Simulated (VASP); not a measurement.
Calculation: PBEsol GGA, VASP's PBE PAW potentials (set 64) (plane waves; VASP).

VASP ran on this input.

POSCAR:
```
GaN
1.0
  3.1819119758   0.0000000000   0.0000000000
 -1.5909559880   2.7556161888   0.0000000000
  0.0000000000   0.0000000000   5.1810755584
Ga N
2 2
Cartesian
  1.5909575788   0.9185378111   3.0652924594
 -0.0000015910   1.8370783777   0.4747546802
  1.5909575788   0.9185378111   5.0171854117
 -0.0000015910   1.8370783777   2.4266476325
```

KPOINTS:
```
k-points along high-symmetry lines
10
Line-mode
Reciprocal
  0.000000   0.000000   0.000000 ! GAMMA
  0.500000   0.000000   0.000000 ! M

  0.500000   0.000000   0.000000 ! M
  0.333333   0.333333   0.000000 ! K

  0.333333   0.333333   0.000000 ! K
  0.000000   0.000000   0.000000 ! GAMMA

  0.000000   0.000000   0.000000 ! GAMMA
  0.000000   0.000000   0.500000 ! A

  0.000000   0.000000   0.500000 ! A
  0.500000   0.000000   0.500000 ! L

  0.500000   0.000000   0.500000 ! L
  0.333333   0.333333   0.500000 ! H

  0.333333   0.333333   0.500000 ! H
  0.000000   0.000000   0.500000 ! A

  0.500000   0.000000   0.500000 ! L
  0.500000   0.000000   0.000000 ! M

  0.333333   0.333333   0.500000 ! H
  0.333333   0.333333   0.000000 ! K
```

### INCAR
```
! general
SYSTEM   =  GaN
PREC     =  Accurate
ENCUT    =  520   ! plane-wave cut-off (eV)
LREAL    =  .FALSE.   ! projection in real space or not
LASPH    =  .TRUE.   ! aspherical one-centre terms
ICHARG   =  11   ! fixed density

! electronic loop
EDIFF    =  1E-7   ! SCF stop (eV)
NELM     =  100   ! most electronic steps
ALGO     =  Normal   ! blocked Davidson
LMAXMIX  =  4

! smearing
ISMEAR   =  0   ! Gaussian
SIGMA    =  0.05

! functional
GGA      =  PS

! output
LWAVE    =  .FALSE.
LCHARG   =  .FALSE.
LORBIT   =  11   ! lm-projected
```

POTCAR, in this order: Ga_d N (PBE.64 set). Program: vasp_std. Read from the step before: CHGCAR.

Output of the run:

File OSZICAR:
```
       N       E                     dE             d eps       ncg     rms          rms(c)
DAV:   1     0.267492091613E+03    0.26749E+03   -0.18648E+04  4118   0.309E+03
DAV:   2     0.860377672956E+01   -0.25889E+03   -0.25163E+03  4258   0.534E+02
DAV:   3    -0.239335902999E+02   -0.32537E+02   -0.32005E+02  4596   0.149E+02
DAV:   4    -0.252105953479E+02   -0.12770E+01   -0.12736E+01  5362   0.309E+01
DAV:   5    -0.252335801835E+02   -0.22985E-01   -0.22969E-01  4598   0.371E+00
DAV:   6    -0.252345530148E+02   -0.97283E-03   -0.97277E-03  6046   0.698E-01
DAV:   7    -0.252345649925E+02   -0.11978E-04   -0.11977E-04  4724   0.626E-02
DAV:   8    -0.252345653432E+02   -0.35071E-06   -0.35071E-06  5888   0.973E-03
DAV:   9    -0.252345653493E+02   -0.60572E-08   -0.60488E-08  3288   0.115E-03
   1 F= -.25234565E+02 E0= -.25234565E+02  d E =-.349422E-13
```

### OUTCAR
```
 val. band max:        5.2485962460   @ k =   0.0000   0.0000   0.0000

 cond. band min:       7.1532942861   @ k =   0.0000   0.0000   0.0000



 k-point     1 :       0.0000    0.0000    0.0000
  band No.  band energies     occupation
      1     -10.7783      2.00000
      2      -9.8048      2.00000
      3      -8.1557      2.00000
      4      -8.1401      2.00000
      5      -8.1401      2.00000
      6      -8.0770      2.00000
      7      -8.0770      2.00000
      8      -7.8783      2.00000
      9      -7.8783      2.00000
     10      -7.7768      2.00000
     11      -7.7768      2.00000
     12      -6.5391      2.00000
     13      -1.9144      2.00000
     14       4.1963      2.00000
     15       4.1964      2.00000
     16       5.2086      2.00000
     17       5.2486      2.00000
     18       5.2486      2.00000
     19       7.1533      0.00000
     20       9.4625      0.00000
     21      14.3775      0.00000
     22      15.0716      0.00000

 k-point     2 :       0.0556    0.0000    0.0000
  band No.  band energies     occupation
      1     -10.7463      2.00000
      2      -9.7961      2.00000
      3      -8.1537      2.00000
      4      -8.1353      2.00000
      5      -8.1299      2.00000
      6      -8.0737      2.00000
      7      -8.0707      2.00000
      8      -7.8811      2.00000
      9      -7.8788      2.00000
     10      -7.7827      2.00000
     11      -7.7760      2.00000
     12      -6.5171      2.00000
     13      -1.8694      2.00000
     14       3.9512      2.00000
     15       4.1283      2.00000
     16       4.9267      2.00000
     17       5.1793      2.00000
     18       5.2206      2.00000
     19       7.4498      0.00000
     20       9.6734      0.00000
     21      14.3069      0.00000
     22      14.8109      0.00000

 k-point     3 :       0.1111    0.0000    0.0000
  band No.  band energies     occupation
      1     -10.6542      2.00000
      2      -9.7723      2.00000
...
```

The density is held fixed in this step, so its total energy and stress have no physical meaning.

The structure comes from a measured GaN entry (P6_3mc) of the Crystallography Open Database, whose conditions weren't checked. It was relaxed first.
